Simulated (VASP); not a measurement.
Input of a VASP 6.6.1 run:

POSCAR

```
RbAgI2
1.0
    4.5273824370      0.0000000000      0.0000000000
    0.0000000000      4.5273824370      0.0000000000
    0.0000000000      0.0000000000      6.7799549595
Rb I Ag
1 2 1
Direct
    0.0000000000      0.0000000000      0.0000000000
    0.0000000000      0.0000000000      0.5000000000
    0.5000000000      0.5000000000      0.0000000000
    0.5000000000      0.5000000000      0.5000000000
```

File INCAR.step1:

```
SYSTEM = RbAgI2
PREC = Accurate
ENCUT = 520
ISMEAR = 0
SIGMA = 0.01
LREAL = .FALSE.
LASPH = .TRUE.
NELM = 100
NBANDS = 25
GGA = PE
ALGO = Normal
EDIFF = 1E-4
LWAVE = .TRUE.
LCHARG = .FALSE.
```

The input INCAR.step2:

```
SYSTEM = RbAgI2
PREC = Accurate
ENCUT = 520
EDIFF = 1E-6
ISMEAR = 0
SIGMA = 0.01
LREAL = .FALSE.
LASPH = .TRUE.
NELM = 100
ALGO = Normal
ISIF = 2
LWAVE = .FALSE.
LCHARG = .FALSE.
METAGGA = R2SCAN
LMIXTAU = .TRUE.
NBANDS = 25
ISTART = 1
```

The input KPOINTS:

```
Automatic mesh
0
G
  6 6 4
  0 0 0
```

Potentials or basis: VASP PAW PBE potentials, release 64 (Rb_sv, I, Ag).

Run with:

```console
$ cat potpaw_PBE.64/Rb_sv/POTCAR potpaw_PBE.64/I/POTCAR potpaw_PBE.64/Ag/POTCAR > POTCAR
$ cp INCAR.step1 INCAR
$ mpirun -np 1 vasp_std > vasp.out
$ cp INCAR.step2 INCAR
$ mpirun -np 1 vasp_std > vasp.out
```

Q: Estimate the band gap on the k mesh.

A: 1.42 eV, indirect (least direct gap 1.89 eV).

Q: What does it give for the pressure?

A: 3.4 GPa.

Stress tensor (GPa, compression positive):
```
4.52 0.00 0.00
0.00 4.52 0.00
0.00 0.00 1.08
```

Caveat: the PAW data sets were made with another functional, which shifts forces and pressure a little; spin-orbit coupling is left out, which moves the levels of the heavy elements. A k mesh can miss the band edges.
